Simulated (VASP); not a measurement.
Energy against volume of Ni$_{3}$Si (L1_2). Calculation: PBE GGA with D3 dispersion (zero damping), VASP's PBE PAW potentials (set 64) (plane waves; VASP). Run with 520 eV cut-off, 9×9×9 Γ-centred mesh, first-order Methfessel-Paxton smearing of 0.10 eV, potentials Si Ni.

```
V (Å³/atom)  E (eV/atom)
-----------  -----------
10.102          -6.32129
10.415          -6.32784
10.727          -6.32108
11.040          -6.30316
```

Question: Fit these four points and predict the energy of the run at 9.790 Å³/atom.

Answer: A cubic in V^(−2/3), the third-order Birch-Murnaghan form, passes through the four points with V0 = 10.40 Å³/atom and B0 = 228 GPa, and gives -6.2988 eV/atom there. The run gave -6.2989 eV/atom, -0.1 meV/atom from the fit; all five points give B0 = 228 GPa.

The compound is Ni3Si in the L1_2 structure. It was relaxed first. The run is not spin-polarised, so no magnetic state was tried.
